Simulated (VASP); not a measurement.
The system is MgI2.

```
I Mg
1.0
     4.14000    0.00000    0.00000
    -2.07000    3.58535    0.00000
     0.00000    0.00000    6.88000
I Mg
2 1
Direct
  0.66667 0.33333 0.75000
  0.33333 0.66667 0.25000
  0.00000 0.00000 0.00000
```

Base run:

- Program: VASP 6.6.1
- Functional: PBEsol
- Potentials or basis: VASP PAW PBE potentials, release 64 (I, Mg)
- Cutoff: 520 eV
- k mesh: 8 × 8 × 4
- Occupations: gaussian, width 0.02 eV
- Spin: no spin polarisation

Its results: band gap on the k mesh 3.42 eV, indirect (least direct gap 3.51 eV); electronic dielectric tensor (diagonal) 4.60, 4.60, 4.18.

Problem. The run is repeated on the same cell with these changes: functional from PBEsol to LDA; potentials or basis from VASP PAW PBE potentials, release 64 (I, Mg) to VASP PAW LDA potentials, release 64 (I, Mg). What comes out?

Solution. Band gap on the k mesh 3.31 eV, indirect (least direct gap 3.38 eV); electronic dielectric tensor (diagonal) 4.64, 4.64, 4.21.

Caveats: spin-orbit coupling is left out, which moves the levels of the heavy elements.

A k mesh can miss the band edges.
